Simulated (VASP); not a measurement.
Data:

```yaml
crystal:
  lattice:
    - [4.81961, 0.00000, 0.00000]
    - [-2.40980, 4.17391, 0.00000]
    - [0.00000, 0.00000, 14.00000]
  atoms:
    - { symbol: In, position: [0.66209, 0.33052, 0.49992] }
    - { symbol: Bi, position: [0.33791, 0.66948, 0.50008] }
```

Level of theory: PBE GGA, VASP's PBE PAW potentials (set 64) (plane waves; VASP). Run with 300 eV cut-off, 5×5×1 Γ-centred mesh, Gaussian smearing of 0.050 eV, potentials In_d Bi_d.

The cell holds a wide vacuum, so values per volume refer to the whole cell. Unless said otherwise, spin-orbit coupling is left out, though it shifts the bands of the heavy elements here.

Predict the energy per atom (σ→0), largest force, band gap (on the k-mesh) with the smallest direct gap where there is one.

```yaml
band gap (on the k-mesh): none (metal, semimetal or under 0.01 eV)
energy per atom (σ→0): -2.729 eV/atom
largest_force: 0.312 eV/Å
```

The cell is a sheet with vacuum, built from a generated structure.
